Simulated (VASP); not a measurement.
```
CELL_PARAMETERS angstrom
     -2.91500     2.91500     1.59000
      2.91500    -2.91500     1.59000
      2.91500     2.91500    -1.59000
ATOMIC_POSITIONS crystal
  Sn 0.25000 0.75000 0.50000
  Sn 0.00000 0.00000 0.00000
```

Calculation: PBE GGA with D3 dispersion (zero damping), VASP's PBE PAW potentials (set 64) (plane waves; VASP 6.6.1). Numerical set-up: 520 eV cut-off, 12×12×12 Γ-centred mesh, first-order Methfessel-Paxton smearing of 0.10 eV, potentials Sn_d.

Energy and stress use the plane-wave basis of the starting cell.

**Question.** The ions, cell shape and volume are relaxed. Predict the relaxed structure.

**Answer.** 
```
CELL_PARAMETERS angstrom
     -2.94998     2.94998     1.59665
      2.94998    -2.94998     1.59665
      2.94998     2.94998    -1.59665
ATOMIC_POSITIONS crystal
  Sn 0.25000 0.75000 0.50000
  Sn 0.00000 0.00000 0.00000
```
Space group I4_1/amd (141), at a tolerance of 0.03 Å.

**Question.** How do energy and volume change from the first to the last step?

**Answer.** The energy (σ→0) changes by -3.8 meV/atom and the volume by +2.8 %, in 7 ionic steps.

The compound is Sn in the beta structure. This run relaxes it. Symmetry was kept, so distortions that lower it aren't found.
